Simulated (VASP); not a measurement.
Crystal: Mo.

```
Mo
1.0
    -1.57342    1.57342    1.57342
     1.57342   -1.57342    1.57342
     1.57342    1.57342   -1.57342
Mo
1
Direct
  0.00000 0.00000 0.00000
```

```yaml
Program: VASP 6.6.1
Task: relaxation of cell and atoms
Functional: PBE
Potentials_or_basis: VASP PAW PBE potentials, release 64 (Mo_sv)
Cutoff: 520 eV
k_mesh: 18 × 18 × 18
Occupations: gaussian, width 0.1 eV
Spin: no spin polarisation
```

At the start: pressure 4.0 GPa; volume 15.58 Å³/atom.

Question: Where does the relaxation end?

Answer: Over 4 steps the energy falls by 2.9 meV/atom and the volume is 15.81 Å³/atom (+1.5 %); space group Im-3m (No. 229, to 0.05 Å).

The path:
| step | energy change (eV) | largest force (eV/Å) | pressure (GPa) | volume (Å³) |
| --- | --- | --- | --- | --- |
| 1 | 0.0000 | 0.0000 | 3.99 | 15.58 |
| 2 | 0.0178 | 0.0000 | -9.68 | 16.47 |
| 3 | -0.0029 | 0.0000 | -0.06 | 15.82 |
| 4 | -0.0029 | 0.0000 | 0.01 | 15.81 |

Final structure:
```
Mo
1.0
    -1.58122    1.58122    1.58122
     1.58122   -1.58122    1.58122
     1.58122    1.58122   -1.58122
Mo
1
Direct
  0.00000 0.00000 0.00000
```
